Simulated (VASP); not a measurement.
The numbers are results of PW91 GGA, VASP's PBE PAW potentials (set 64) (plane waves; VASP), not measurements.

VASP input:

**INCAR**
```
SYSTEM=CdTe
PREC=Accurate; ENCUT=520; LREAL=F
LASPH=T
EDIFF=1E-7; NELM=100; ALGO=Normal
LMAXMIX=4
ISMEAR=0; SIGMA=0.05
GGA=91
ISIF=2
LWAVE=F; LCHARG=F
```

KPOINTS:
```
Automatic mesh
0
Gamma
7 7 7
0 0 0
```

File POSCAR:
```
CdTe
1
    0.0000000000     3.3104650325     3.3104650325
    3.3104650325     0.0000000000     3.3104650325
    3.3104650325     3.3104650325     0.0000000000
Cd Te
1 1
Direct
  0.0000000000   0.0000000000   0.0000000000
  0.2500000000   0.2500000000   0.2500000000
```

POTCAR, in this order: Cd Te (PBE.64 set). Program: vasp_std.

Unless said otherwise, spin-orbit coupling is left out, though it shifts the bands of the heavy elements here.

Question: Estimate the energy per atom (σ→0), band gap (on the k-mesh).

Answer: 
* **energy per atom (σ→0)**: -2.430 eV/atom
* **band gap (on the k-mesh)**: 0.57 eV

File OSZICAR:
```
...
DAV:   7    -0.485887857845E+01    0.14557E-01   -0.11134E-01   580   0.245E+00    0.174E+00
DAV:   8    -0.485929956146E+01   -0.42098E-03   -0.97725E-03   555   0.136E+00    0.457E-01
DAV:   9    -0.485957682826E+01   -0.27727E-03   -0.96424E-04   605   0.351E-01    0.113E-01
DAV:  10    -0.485964993407E+01   -0.73106E-04   -0.12788E-04   563   0.110E-01    0.629E-02
DAV:  11    -0.485969864768E+01   -0.48714E-04   -0.90684E-05   553   0.633E-02    0.318E-02
DAV:  12    -0.485969698199E+01    0.16657E-05   -0.50573E-06   626   0.188E-02    0.163E-02
DAV:  13    -0.485969706458E+01   -0.82592E-07   -0.80124E-07   555   0.503E-03
   1 F= -.48596971E+01 E0= -.48596971E+01  d E =-.185311E-15
```

The compound is CdTe in the zinc blende structure. It was relaxed first, which changed the volume by +7 %.
